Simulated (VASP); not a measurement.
Set up this calculation in VASP 6.6.1, as the native input.

```yaml
Task: single point
Functional: HSE(alpha, omega)
Potentials_or_basis: VASP PAW PBE potentials, release 64 (Sr_sv, S, O)
Cutoff: 520 eV
k_mesh: 4 × 4 × 3
Occupations: fermi-dirac, width 0.05 eV
Spin: no spin polarisation
Share_of_exact_exchange: 0.2
Grid_for_exact_exchange_PRECFOCK: Fast
Further_INCAR_settings: ALGO = Normal; EDIFF = 1e-07; NBANDS = 24
```

The system is Sr2SO.

```
CELL_PARAMETERS angstrom
4.04324 0.00000 0.00000
0.00000 4.04324 0.00000
0.00000 0.00000 5.71800
ATOMIC_POSITIONS crystal
Sr 0.50000 0.50000 0.50000
Sr 0.00000 0.00000 0.00000
S 0.00000 0.00000 0.50000
O 0.50000 0.50000 0.00000
```

The cell comes from a database or a generator and needn't be the stable form of this composition.

One way to write it, as run:

POSCAR

```
Sr2SO
1.0
    4.0432370000      0.0000000000      0.0000000000
    0.0000000000      4.0432370000      0.0000000000
    0.0000000000      0.0000000000      5.7180000000
Sr S O
2 1 1
Direct
    0.5000000000      0.5000000000      0.5000000000
    0.0000000000      0.0000000000      0.0000000000
    0.0000000000      0.0000000000      0.5000000000
    0.5000000000      0.5000000000      0.0000000000
```

INCAR.step1

```
SYSTEM = Sr2SO
PREC     = Accurate       ! precision mode
ENCUT    = 520            ! plane-wave cutoff, eV
EDIFF    = 1E-5           ! SCF threshold, eV
ISMEAR   = -1             ! smearing method
SIGMA    = 0.05           ! smearing width, eV
LREAL    = .FALSE.        ! projectors in reciprocal space
LASPH    = .TRUE.         ! aspherical terms in the spheres
NELM     = 80             ! most SCF steps
ALGO     = Normal         ! electronic algorithm
ISIF     = 2              ! what is computed and relaxed
LWAVE    = .TRUE.         ! write WAVECAR
LCHARG   = .FALSE.        ! write CHGCAR
NBANDS   = 24             ! bands
GGA      = PE             ! functional
```

INCAR.step2

```
SYSTEM = Sr2SO
PREC     = Accurate       ! precision mode
ENCUT    = 520            ! plane-wave cutoff, eV
EDIFF    = 1E-7           ! SCF threshold, eV
ISMEAR   = -1             ! smearing method
SIGMA    = 0.05           ! smearing width, eV
LREAL    = .FALSE.        ! projectors in reciprocal space
LASPH    = .TRUE.         ! aspherical terms in the spheres
NELM     = 80             ! most SCF steps
ALGO     = Normal         ! electronic algorithm
ISIF     = 2              ! what is computed and relaxed
LWAVE    = .FALSE.        ! write WAVECAR
LCHARG   = .FALSE.        ! write CHGCAR
GGA      = PE             ! functional
LHFCALC  = .TRUE.         ! exact exchange
HFSCREEN = 0.2            ! screening, 1/A
AEXX     = 0.2            ! exact-exchange fraction
PRECFOCK = Fast         
NBANDS   = 24             ! bands
ISTART   = 1
```

KPOINTS

```
regular mesh
0
G
  4 4 3
  0 0 0
```

Potentials or basis: VASP PAW PBE potentials, release 64 (Sr_sv, S, O).

Command:

```sh
$ cat potpaw_PBE.64/Sr_sv/POTCAR potpaw_PBE.64/S/POTCAR potpaw_PBE.64/O/POTCAR > POTCAR
$ cp INCAR.step1 INCAR
$ mpirun -np 1 vasp_std > vasp.out
$ cp INCAR.step2 INCAR
$ mpirun -np 1 vasp_std > vasp.out
```

It gave:

```yaml
Pressure: -0.8 GPa
Band_gap_on_the_k_mesh: 3.16 eV, direct
```

Caveat: the PAW data sets were made with another functional, which shifts forces and pressure a little; an odd mesh through Γ misses points on the zone boundary, where band edges often lie.

Wall time 17 min on 1 thread of Intel(R) Xeon(R) Platinum 8488C (Sapphire Rapids), on a shared host, peak memory 0.33 GiB.
